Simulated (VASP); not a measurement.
Here is the system:

```xyz
3
Lattice="0.0000 2.9287 2.9287 2.9287 0.0000 2.9287 2.9287 2.9287 0.0000" Properties=species:S:1:pos:R:3 pbc="T T T"
Al     1.4643     1.4643     1.4643
Al     4.3930     4.3930     4.3930
Pt     0.0000     0.0000     0.0000
```

Calculation: LDA (Ceperley-Alder, Perdew-Zunger), VASP's LDA PAW potentials (set 64) (plane waves; VASP 6.6.1). Run with 520 eV cut-off, 9×9×9 Γ-centred mesh, first-order Methfessel-Paxton smearing of 0.10 eV, potentials Al Pt.

Unless said otherwise, spin-orbit coupling is left out, though it shifts the bands of the heavy elements here.

Q: What does the run give for the energy per atom (σ→0), band gap (on the k-mesh) with the smallest direct gap where there is one?

A: 
* **band gap (on the k-mesh)**: none (metal, semimetal or under 0.01 eV)
* **energy per atom (σ→0)**: -6.203 eV/atom

Total energies compare only between runs with the same potentials, cut-off and functional.

The compound is PtAl2 in the fluorite structure. It was relaxed first.
